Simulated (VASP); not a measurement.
Given:

```yaml
crystal:
  lattice:
    - [-2.29438, 2.29438, 4.24661]
    - [2.29438, -2.29438, 4.24661]
    - [2.29438, 2.29438, -4.24661]
  atoms:
    - { symbol: Ga, position: [0.00000, 0.00000, 0.00000] }
    - { symbol: Hg, position: [0.75000, 0.25000, 0.50000] }
    - { symbol: Hg, position: [0.25000, 0.75000, 0.50000] }
    - { symbol: Hg, position: [0.50000, 0.50000, 0.00000] }
```

Computed with PBEsol GGA, VASP's PBE PAW potentials (set 64) (plane waves; VASP). Numerical set-up: 400 eV cut-off, Gaussian smearing of 0.050 eV, potentials Ga_d Hg.

Question: Give the energies of bands 15 to 28 at the high-symmetry points, in eV from the Fermi level.

Answer: 
| band | Γ | X | P | N | M | S | R |
|---|---|---|---|---|---|---|---|
| 15 | -6.67 | -6.86 | -6.84 | -6.96 | -6.75 | -6.83 | -6.87 |
| 16 | -6.54 | -6.76 | -6.73 | -6.90 | -6.41 | -6.65 | -6.70 |
| 17 | -6.46 | -6.61 | -6.63 | -6.60 | -6.37 | -6.59 | -6.69 |
| 18 | -6.32 | -6.35 | -6.35 | -6.50 | -6.29 | -6.53 | -6.27 |
| 19 | -6.25 | -6.16 | -6.35 | -6.48 | -6.12 | -6.51 | -6.24 |
| 20 | -6.25 | -6.15 | -6.15 | -6.34 | -6.04 | -6.15 | -6.17 |
| 21 | -5.97 | -5.24 | -4.66 | -6.08 | -6.04 | -6.07 | -5.08 |
| 22 | -1.73 | -4.38 | -4.40 | -5.55 | -5.98 | -5.04 | -4.28 |
| 23 | -0.46 | -2.62 | -3.99 | -2.46 | -1.41 | -5.01 | -4.03 |
| 24 | -0.03 | -2.58 | -3.99 | -1.44 | -1.41 | -0.58 | -3.91 |
| 25 | 0.83 | -2.36 | 0.49 | 1.65 | -1.18 | 0.50 | -0.80 |
| 26 | 1.64 | -2.22 | 0.60 | 1.87 | -0.41 | 2.98 | -0.33 |
| 27 | 1.64 | 4.24 | 0.60 | 1.92 | 5.10 | 3.54 | 4.16 |
| 28 | 2.21 | 4.27 | 0.65 | 2.45 | 6.26 | 4.65 | 4.29 |

It has no gap at this level: it comes out as a metal or semimetal.

The structure comes from a computed database's GaHg3 entry (I4/mmm); how it stands against other phases isn't given here. It was relaxed first, which changed the volume by -13 %. The electron count is odd and the run is not spin-polarised, which forces a metal.
